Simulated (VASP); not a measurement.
Write the native input for VASP 6.6.1 that does the following.

```
Task                   : relaxation of cell and atoms
Functional             : LDA
Potentials or basis    : VASP PAW LDA potentials, release 64 (Si, C)
Cutoff                 : 600 eV
k mesh                 : 10 × 10 × 6
Occupations            : gaussian, width 0.02 eV
Spin                   : no spin polarisation
Further INCAR settings : ALGO = Normal; EDIFF = 1e-06; IBRION = 2; EDIFFG = -0.005; NSW = 40; ISIF = 3
```

The structure of SiC lies in POSCAR:

```
SiC
1.0
    3.0800000000      0.0000000000      0.0000000000
   -1.5400000000      2.6673582400      0.0000000000
    0.0000000000      0.0000000000      5.0500000000
Si C
2 2
Direct
    0.3333333300      0.6666666700      0.0000000000
    0.6666666700      0.3333333300      0.5000000000
    0.3333333300      0.6666666700      0.3770000000
    0.6666666700      0.3333333300      0.8770000000
```

The cell was built by a generator and needn't be a form met in nature.

These files were run (other wordings do the same):

INCAR

```
PREC = Accurate ; ENCUT = 600
EDIFF = 1E-6 ; ISMEAR = 0
SIGMA = 0.02 ; LREAL = False
LASPH = True ; NELM = 120
ALGO = Normal ; ISIF = 3
LWAVE = False ; LCHARG = False
GGA = CA ; IBRION = 2
NSW = 40 ; EDIFFG = -0.005
```

KPOINTS

```
Automatic mesh
0
Gamma
  10 10 6
```

Potentials or basis: VASP PAW LDA potentials, release 64 (Si, C).

Command:

```sh
$ cat potpaw_LDA.64/Si/POTCAR potpaw_LDA.64/C/POTCAR > POTCAR
$ mpirun -np 1 vasp_std > vasp.out
```

Results of the run:

* Relaxed volume: 10.16 Å³/atom
* Relaxed cell: a = 3.057 Å, b = 3.057 Å, c = 5.018 Å, α = 90.00°, β = 90.00°, γ = 120.00°
* Space group after relaxing (to 0.05 Å): P6_3mc (No. 186)
* Energy gained by relaxing: 3.3 meV/atom
* Ionic steps: 8
* Pressure after relaxing: 0.0 GPa
* Band gap on the k mesh: 2.28 eV, indirect (least direct gap 3.91 eV)

Wall time 50 s on 1 thread of Intel(R) Xeon(R) 6975P-C (Granite Rapids), with other jobs on the host, peak memory 0.16 GiB.
